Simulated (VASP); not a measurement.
# FePt: cell size against the level of theory, part 2 of 3

How close do the usual functionals, with and without dispersion, come to the cell of FePt? The start is a cell from a database of measured crystal structures.

VASP 6.6.1, plane waves and PAW; the level of theory is named at each step.

Still holding for the runs below: The cell holds one magnetic atom, so no antiferromagnetic order fits into it. The k-mesh is coarse for a metal.

So far. Step 2 (Relaxation with PBE): It ends with forces that vanish by symmetry and a pressure of 0.04 GPa. The volume lies +2.1 % from that of the database's start. The conventional cell has a = 2.733 and c = 3.747 Å. The largest moment is 2.94 μB.

**3. Relaxation with LDA**

This step: LDA, spin-polarised from a ferromagnetic start (one magnetic atom a cell); plane waves and PAW (Fe, Pt) (VASP 6.6.1).

LDA, the lowest rung, knows the local density alone.

Contents of INCAR:

```
SYSTEM = FePt
PREC = Accurate
ENCUT = 520
EDIFF = 1E-06
NELM = 100
ISMEAR = -1
SIGMA = 0.05
LREAL = .FALSE.
ALGO = Normal
GGA = CA
NBANDS = 18
ISPIN = 2
MAGMOM = 3 0
LASPH = .TRUE.
LMAXMIX = 4
LORBIT = 11
LWAVE = .FALSE.
LCHARG = .FALSE.
KPAR = 2
IBRION = 2
NSW = 60
ISIF = 3
EDIFFG = -0.01
```

Contents of POSCAR:

```
FePt
1.0
    2.7216540008      0.0000000000      0.0000000000
    0.0000000000      2.7216540008      0.0000000000
    0.0000000000      0.0000000000      3.7000000000
Fe Pt
1 1
Direct
    0.5000000000      0.5000000000      0.5000000000
    0.0000000000      0.0000000000      0.0000000000
```

Contents of KPOINTS:

```
Automatic mesh
0
Gamma
10 10 7
0 0 0
```

PAW data sets: Fe and Pt (PBE family, release 64).

Started as:

```sh
> mpirun -np 2 vasp_std
```

Output:

```text
[banner, memory and clock lines left out]
running    2 mpi-ranks, on    1 nodes
 distrk:  each k-point on    1 cores,    2 groups
 distr:  one band on    1 cores,    1 groups

 POSCAR found type information on POSCAR FePt
 POSCAR found :  2 types and       2 ions
|                                                                             |
|               ----> ADVICE to this user running VASP <----                  |
|                                                                             |
|     You enforced a specific xc type in the INCAR file but a different       |
|     [... a line on the potential file left out ...]
|     I HOPE YOU KNOW WHAT YOU ARE DOING!                                     |
|                                                                             |

 LDA part: xc-table for (Slater(with rela. corr.)+CA(PZ))
 , standard interpolation
 POSCAR, INCAR and KPOINTS ok, starting setup
 FFT: planning ... GRIDC
 FFT: planning ... GRID_SOFT
 FFT: planning ... GRID
 WAVECAR not read
 entering main loop
       N       E                     dE             d eps       ncg     rms          rms(c)
DAV:   1     0.929838717782E+02    0.92984E+02   -0.81201E+03  6160   0.109E+03
DAV:   2    -0.151056083951E+02   -0.10809E+03   -0.95657E+02  6122   0.232E+02
DAV:   3    -0.188380924324E+02   -0.37325E+01   -0.36142E+01  7120   0.511E+01
DAV:   4    -0.188823297359E+02   -0.44237E-01   -0.44189E-01  6970   0.463E+00
DAV:   5    -0.188834611201E+02   -0.11314E-02   -0.11313E-02  6948   0.844E-01    0.174E+01
DAV:   6    -0.194212839907E+02   -0.53782E+00   -0.10332E+01  6494   0.674E+01    0.220E+01
DAV:   7    -0.172614172797E+02    0.21599E+01   -0.88776E+00  7698   0.684E+01    0.919E+00
DAV:   8    -0.170939383017E+02    0.16748E+00   -0.48219E-01  7842   0.945E+00    0.445E+00
DAV:   9    -0.170221844277E+02    0.71754E-01   -0.15083E-01  8518   0.712E+00    0.164E+00
DAV:  10    -0.170118547222E+02    0.10330E-01   -0.24461E-02  9130   0.240E+00    0.706E-01
DAV:  11    -0.170105628505E+02    0.12919E-02   -0.18178E-03  8620   0.602E-01    0.293E-01
DAV:  12    -0.170107927153E+02   -0.22986E-03   -0.13806E-04  8054   0.168E-01    0.119E-01
DAV:  13    -0.170108323694E+02   -0.39654E-04   -0.78132E-05  7732   0.124E-01    0.449E-02
DAV:  14    -0.170108226854E+02    0.96839E-05   -0.94473E-06  8412   0.560E-02    0.184E-02
DAV:  15    -0.170108226185E+02    0.66964E-07   -0.14990E-06  3454   0.279E-02
   1 F= -.17010823E+02 E0= -.17005035E+02  d E =-.170108E+02  mag=     3.1905
 curvature:   0.00 expect dE= 0.000E+00 dE for cont linesearch  0.000E+00
 trial: gam= 0.00000 g(F)=  0.000E+00 g(S)=  0.242E+00 ort = 0.000E+00 (trialstep = 0.100E+01)
 search vector abs. value=  0.242E+00
 bond charge predicted
       N       E                     dE             d eps       ncg     rms          rms(c)
DAV:   1    -0.197532853484E+02   -0.27425E+01   -0.41722E+01  6458   0.795E+01    0.170E+01
DAV:   2    -0.169678075808E+02    0.27855E+01   -0.43296E+00  6794   0.262E+01    0.655E+00
DAV:   3    -0.168943569283E+02    0.73451E-01   -0.16533E-01  7088   0.430E+00    0.344E+00
DAV:   4    -0.168926573777E+02    0.16996E-02   -0.18505E-02  8432   0.275E+00    0.116E+00
DAV:   5    -0.168956155705E+02   -0.29582E-02   -0.23110E-02  7102   0.357E+00    0.123E+00
DAV:   6    -0.168897377244E+02    0.58778E-02   -0.75184E-03  8704   0.192E+00    0.493E-01
DAV:   7    -0.168890839716E+02    0.65375E-03   -0.22644E-03  8724   0.669E-01    0.141E-01
DAV:   8    -0.168891700162E+02   -0.86045E-04   -0.26755E-04  7424   0.247E-01    0.457E-02
DAV:   9    -0.168891838852E+02   -0.13869E-04   -0.11585E-05  7606   0.313E-02    0.216E-02
DAV:  10    -0.168891874881E+02   -0.36029E-05   -0.27874E-06  6600   0.286E-02    0.141E-02
DAV:  11    -0.168891864260E+02    0.10621E-05   -0.63925E-07  3392   0.177E-02    0.366E-03
DAV:  12    -0.168891864244E+02    0.16560E-08   -0.18555E-07  3132   0.567E-03
   2 F= -.16889186E+02 E0= -.16880334E+02  d E =0.121636E+00  mag=     2.7483
[...]
3 F= -.17053754E+02 E0= -.17047062E+02  d E =-.429315E-01  mag=     3.1293
[...]
4 F= -.17053752E+02 E0= -.17047014E+02  d E =-.429291E-01  mag=     3.1274
[...]
5 F= -.17054161E+02 E0= -.17047388E+02  d E =-.409338E-03  mag=     3.1238
[...]
6 F= -.17054159E+02 E0= -.17047353E+02  d E =-.407312E-03  mag=     3.1213
[...]
7 F= -.17054162E+02 E0= -.17047364E+02  d E =-.410657E-03  mag=     3.1218
 curvature:  -0.67 expect dE=-0.266E-04 dE for cont linesearch -0.214E-06
 ZBRENT: interpolating
 opt :   1.2501  next Energy=   -17.054163 (dE=-0.411E-03)
 bond charge predicted
       N       E                     dE             d eps       ncg     rms          rms(c)
DAV:   1    -0.170541643881E+02   -0.19928E-05   -0.11323E-04  6480   0.730E-02    0.989E-03
DAV:   2    -0.170541639113E+02    0.47679E-06   -0.58844E-06  6886   0.540E-02
   8 F= -.17054164E+02 E0= -.17047373E+02  d E =-.412212E-03  mag=     3.1219
 curvature:  -0.95 expect dE=-0.201E-05 dE for cont linesearch -0.351E-06
 trial: gam= 0.00000 g(F)=  0.180E-63 g(S)=  0.211E-05 ort =-0.166E-04 (trialstep = 0.946E+00)
 search vector abs. value=  0.211E-05
 reached required accuracy - stopping structural energy minimisation
```

Elapsed: 78 s, on 2 MPI ranks of Intel Xeon Platinum 8488C (Sapphire Rapids), shared host; peak memory 0.36 GiB.

From OUTCAR (step 3):

```text
The static configuration has the point symmetry D_4h.

 Found     84 irreducible k-points:

   NELECT =      18.0000    total number of electrons

 E-fermi :   9.0500

 spin component 1
 k-point     1 :       0.0000    0.0000    0.0000
  band No.  band energies     occupation
    ...
      7       7.2576      1.00000
      8       7.4490      1.00000
      9       8.7643      0.99671
     10       8.9959      0.74679
     11       8.9959      0.74679
     12      11.3278      0.00000
     13      19.5005      0.00000
     14      21.1460      0.00000
     15      21.1460      0.00000
     16      26.4082      0.00000
    ...

 k-point     2 :       0.1000    0.0000    0.0000
  band No.  band energies     occupation
    ...
      7       7.1773      1.00000
      8       7.4470      1.00000
      9       8.1567      1.00000
     10       8.5129      0.99998
     11       8.9183      0.93299
     12      12.4408      0.00000
     13      19.0814      0.00000
     14      20.1429      0.00000
     15      21.6649      0.00000
     16      26.6888      0.00000
    ...

 k-point     3 :       0.2000    0.0000    0.0000
  band No.  band energies     occupation
    ...
      7       6.9608      1.00000
      8       7.0429      1.00000
      9       7.5464      1.00000
     10       7.9320      1.00000
     11       8.6908      0.99924
     12      14.3977      0.00000
     13      16.9010      0.00000
     14      19.6613      0.00000
     15      23.0534      0.00000
     16      26.2429      0.00000
    ...

 k-point     4 :       0.3000    0.0000    0.0000
  band No.  band energies     occupation
    ...
      7       6.3343      1.00000
      8       6.6615      1.00000
      9       7.3526      1.00000
     10       8.0212      1.00000
     11       8.3303      1.00000
     12      14.4560      0.00000
     13      16.5574      0.00000
     14      19.5539      0.00000
     15      24.4304      0.00000
     16      24.9983      0.00000
    ...

  Total       -0.0035026     -0.0035026     -0.0079389      0.0000000      0.0000000     -0.0000000
  in kB       -0.2144820     -0.2144820     -0.4861311      0.0000000      0.0000000     -0.0000000
  external PRESSURE =      -0.3050317 kB  Pullay stress =       0.0000000 kB

  energy-cutoff  :      520.00
  volume of cell :       26.16
      direct lattice vectors                 reciprocal lattice vectors
     2.671402677  0.000000000  0.000000000     0.374335179  0.000000000  0.000000000
     0.000000000  2.671402677  0.000000000     0.000000000  0.374335179 -0.000000000
    -0.000000000  0.000000000  3.666374434    -0.000000000  0.000000000  0.272749011

 POSITION                                       TOTAL-FORCE (eV/Angst)
 -----------------------------------------------------------------------------------
      1.33570      1.33570      1.83319        -0.000000      0.000000      0.000000
      0.00000      0.00000      0.00000         0.000000     -0.000000      0.000000
 -----------------------------------------------------------------------------------
    total drift:                               -0.000000      0.000000      0.000000

  FREE ENERGIE OF THE ION-ELECTRON SYSTEM (eV)
  ---------------------------------------------------
  free  energy   TOTEN  =       -17.0541639113 eV

  energy  without entropy=      -17.0405830145  energy(sigma->0) =      -17.04737346

 total charge
# of ion       s       p       d       tot
------------------------------------------
    1        0.433   0.495   6.213   7.141
    2        0.735   0.720   8.085   9.541
--------------------------------------------------
tot          1.168   1.216  14.298  16.682

 magnetization (x)
# of ion       s       p       d       tot
------------------------------------------
    1        0.002   0.001   2.712   2.715
    2       -0.020  -0.047   0.420   0.352
--------------------------------------------------
tot         -0.018  -0.047   3.132   3.067

[... 8 parts as in an earlier step ...]

[... 9 further parts left out ...]
```

The PAW data sets were made with PBE, though LDA sets exist; this is a small mismatch.

Step by step:

| step | energy less that of the first step (eV) | largest force (eV/Å) | pressure (GPa) | volume (Å³) |
| --- | --- | --- | --- | --- |
| 1 | 0.0000 | 0.0000 | -10.64 | 27.41 |
| 2 | 0.1216 | 0.0000 | 26.00 | 23.95 |
| 3 | -0.0429 | 0.0000 | -0.05 | 26.18 |
| 4 | -0.0429 | 0.0000 | 0.17 | 26.16 |
| 5 | -0.0433 | 0.0000 | 0.17 | 26.16 |
| 6 | -0.0433 | 0.0000 | 0.13 | 26.17 |
| 7 | -0.0433 | 0.0000 | 0.14 | 26.16 |
| 8 | -0.0433 | 0.0000 | -0.03 | 26.16 |

| conventional cell, symmetrised | before | after | change |
| --- | --- | --- | --- |
| a (Å) | 2.722 | 2.671 | -1.8 % |
| b (Å) | 2.722 | 2.671 | -1.8 % |
| c (Å) | 3.700 | 3.666 | -0.9 % |
| volume (Å³/atom) | 13.70 | 13.08 | -4.5 % |

Final coordinates:

```xyz
2
Lattice="2.6714 0.0000 0.0000 0.0000 2.6714 0.0000 0.0000 0.0000 3.6664" Properties=species:S:1:pos:R:3 pbc="T T T"
Fe    1.3357    1.3357    1.8332
Pt    0.0000    0.0000    0.0000
```

This step gave:

```
free energy (TOTEN)                               : -17.05 eV
energy at zero smearing                           : -17.05 eV
Fermi energy                                      : 9.05 eV
pressure                                          : -0.03050 GPa
moment of the cell, from the last line of the log : 3.122 μB
SCF cycles over all ionic steps                   : 62
```

Spin moment in the PAW sphere by atom:

| atom | spin moment in the PAW sphere (μB) |
| --- | --- |
| Fe1 | 2.71 |
| Pt2 | 0.35 |

It ends at 13.08 Å³/atom, -4.5 % from the start, with -0.03 GPa left. The conventional cell has a = 2.671 and c = 3.666 Å. The largest moment is 2.71 μB.

**4. Relaxation with r2SCAN**

This step: r2SCAN, spin-polarised from a ferromagnetic start (one magnetic atom a cell); plane waves and PAW (Fe, Pt) (VASP 6.6.1).

r2SCAN adds the kinetic-energy density, costs more than a GGA and is run with LASPH.

INCAR, as its differences from that of step 3:

```diff
@@ -9,3 +9,4 @@
 ALGO = Normal
-GGA = CA
+METAGGA = R2SCAN
+LASPH = .TRUE.
 NBANDS = 18
@@ -13,3 +14,2 @@
 MAGMOM = 3 0
-LASPH = .TRUE.
 LMAXMIX = 4
```

POSCAR is that of step 3.

KPOINTS is that of step 3.

Started as:

```sh
> mpirun -np 2 vasp_std
```

Output:

```text
[banner, memory and clock lines left out]
running    2 mpi-ranks, on    1 nodes
[...]
[... a notice as in an earlier step ...]

 LDA part: xc-table for (None), standard interpolation
 POSCAR, INCAR and KPOINTS ok, starting setup
[...]
entering main loop
       N       E                     dE             d eps       ncg     rms          rms(c)
DAV:   1     0.462465273100E+02    0.46247E+02   -0.84017E+03  6128   0.113E+03
DAV:   2    -0.674744149120E+02   -0.11372E+03   -0.10035E+03  6122   0.242E+02
DAV:   3    -0.715207403805E+02   -0.40463E+01   -0.39378E+01  7096   0.545E+01
DAV:   4    -0.715697920854E+02   -0.49052E-01   -0.49015E-01  6972   0.498E+00
[...]
DAV:  15    -0.665444253368E+02   -0.19829E-05   -0.13714E-05  7220   0.401E-02    0.119E-02
DAV:  16    -0.665444273428E+02   -0.20060E-05   -0.18158E-06  4860   0.268E-02    0.709E-03
DAV:  17    -0.665444273931E+02   -0.50334E-07   -0.63270E-07  3570   0.150E-02
   1 F= -.66544427E+02 E0= -.66539240E+02  d E =-.665444E+02  mag=     3.5896
[... from here on, the cycles between the ionic steps are left out ...]
   2 F= -.66531355E+02 E0= -.66526446E+02  d E =0.130728E-01  mag=     3.6191
   3 F= -.66549993E+02 E0= -.66545006E+02  d E =-.556575E-02  mag=     3.6057
   4 F= -.66549990E+02 E0= -.66545011E+02  d E =-.556254E-02  mag=     3.6058
   5 F= -.66550066E+02 E0= -.66545118E+02  d E =-.757561E-04  mag=     3.6065
   6 F= -.66550074E+02 E0= -.66545140E+02  d E =-.845378E-04  mag=     3.6067
[...]
reached required accuracy - stopping structural energy minimisation
```

Run time: 4.5 min. Hardware: 2 MPI ranks; peak memory 0.38 GiB; 9 min of CPU time.

From OUTCAR (step 4):

```text
  Total       -0.0132628     -0.0132628     -0.0107165      0.0000000     -0.0000000      0.0000000
  in kB       -0.7622052     -0.7622052     -0.6158695      0.0000000     -0.0000000      0.0000000
  external PRESSURE =      -0.7134266 kB  Pullay stress =       0.0000000 kB

 POSITION                                       TOTAL-FORCE (eV/Angst)
 -----------------------------------------------------------------------------------
      1.37057      1.37057      1.85515        -0.000000     -0.000000      0.000000
      0.00000     -0.00000      0.00000         0.000000      0.000000      0.000000
 -----------------------------------------------------------------------------------
    total drift:                               -0.000000      0.000000      0.000000

  FREE ENERGIE OF THE ION-ELECTRON SYSTEM (eV)
  ---------------------------------------------------
  free  energy   TOTEN  =       -66.5500744736 eV

  energy  without entropy=      -66.5402050134  energy(sigma->0) =      -66.54513974

 magnetization (x)
# of ion       s       p       d       tot
------------------------------------------
    1        0.019  -0.014   3.265   3.270
    2       -0.023  -0.087   0.473   0.362
--------------------------------------------------
tot         -0.004  -0.101   3.738   3.633

[... 2 parts as in an earlier step ...]

[... 2 further parts left out ...]
[key lines of the parts left out:]
E-fermi :   8.5502
```

SCAN-type functionals tend to overstate the moments of itinerant magnets. The PAW data sets were made with PBE, which is usual practice but a small mismatch for other functionals.

Step by step:

| step | energy less that of the first step (eV) | largest force (eV/Å) | pressure (GPa) | volume (Å³) |
| --- | --- | --- | --- | --- |
| 1 | 0.0000 | 0.0000 | 3.91 | 27.41 |
| 2 | 0.0131 | 0.0000 | -6.51 | 28.76 |
| 3 | -0.0056 | 0.0000 | -0.01 | 27.87 |
| 4 | -0.0056 | 0.0000 | -0.09 | 27.88 |
| 5 | -0.0056 | 0.0000 | -0.06 | 27.88 |
| 6 | -0.0056 | 0.0000 | -0.07 | 27.88 |

| conventional cell, symmetrised | before | after | change |
| --- | --- | --- | --- |
| a (Å) | 2.722 | 2.741 | +0.7 % |
| b (Å) | 2.722 | 2.741 | +0.7 % |
| c (Å) | 3.700 | 3.710 | +0.3 % |
| volume (Å³/atom) | 13.70 | 13.94 | +1.7 % |

Final coordinates:

```
Fe Pt
1.0
     2.74115    0.00000    0.00000
     0.00000    2.74115    0.00000
     0.00000    0.00000    3.71030
Fe Pt
1 1
Cartesian
  1.3706 1.3706 1.8551
  0.0000 0.0000 0.0000
```

It ends at 13.94 Å³/atom, +1.7 % from the start, with -0.07 GPa left. The conventional cell has a = 2.741 and c = 3.710 Å. The largest moment is 3.27 μB.

(Part 2 of 3 ends here.)

[Lines on the potential files, build, host, timing and source positions are cut from VASP's logs without a mark.]

[Logs are printed without paths, hosts, clocks, repeated set-up lines and the standing remarks that a program may print on its own settings, such as how far it seeks lower states.]

[Hosts, paths, dates, database ids (printed as entryN), source tags and the programs' standing remarks are cut or masked in the printed files.]

[A measured line is paired with the nearest computed mode of its activity, which favours agreement.]
